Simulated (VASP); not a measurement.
Calculation: optB86b-vdW, VASP's PBE PAW potentials (set 64) (plane waves; VASP).

VASP ran on this input.

### POSCAR
```
Sb
1.0
  3.9573420000  -2.1550000000   0.0000000000
  3.9573420000   2.1550000000   0.0000000000
  2.7838200000   0.0000000000   3.5432930000
Sb
2
Cartesian
  2.4981006840   0.0000000000   0.8273589155
  8.2004033160  -0.0000000000   2.7159340845
```

INCAR:
```
# general
SYSTEM   = Sb
PREC     = Accurate
ENCUT    = 520
LREAL    = .FALSE.
LASPH    = .TRUE.

# electronic loop
EDIFF    = 1E-6
NELM     = 100
ALGO     = Normal
LMAXMIX  = 4

# smearing
ISMEAR   = 1
SIGMA    = 0.1

# functional
GGA      = MK
LUSE_VDW = .TRUE.
AGGAC    = 0.0
PARAM1   = 0.1234
PARAM2   = 1.0

# ions
IBRION   = 2
NSW      = 60
ISIF     = 3
EDIFFG   = -0.01

# output
LWAVE    = .FALSE.
LCHARG   = .FALSE.
```

### KPOINTS
```
Automatic mesh
0
Gamma
9 9 9
0 0 0
```

POTCAR, in this order: Sb (PBE.64 set). Program: vasp_std.

Energy and stress use the plane-wave basis of the starting cell.

Question: Estimate the energy per atom (σ→0), volume per atom.

Answer: 
```json
{
 "energy per atom (σ→0)": "-2.286 eV/atom",
 "volume_per_atom": "31.06 Å^3/atom"
}
```

OSZICAR:
```
...
DAV:   4    -0.457276008759E+01   -0.41948E-07   -0.50332E-07   787   0.609E-03
   4 F= -.45727601E+01 E0= -.45728156E+01  d E =-.970584E-04
       N       E                     dE             d eps       ncg     rms          rms(c)
DAV:   1    -0.457300753310E+01   -0.24749E-03   -0.22483E-02  1581   0.863E-01    0.524E-02
DAV:   2    -0.457296297974E+01    0.44553E-04   -0.59633E-04  1573   0.191E-01    0.343E-02
DAV:   3    -0.457291456405E+01    0.48416E-04   -0.15804E-04  1701   0.705E-02    0.632E-03
DAV:   4    -0.457291477567E+01   -0.21162E-06   -0.50585E-06  1604   0.185E-02
   5 F= -.45729148E+01 E0= -.45729660E+01  d E =-.251747E-03
```

The compound is Sb in the a7 structure. This run relaxes it. Symmetry was kept, so distortions that lower it aren't found.
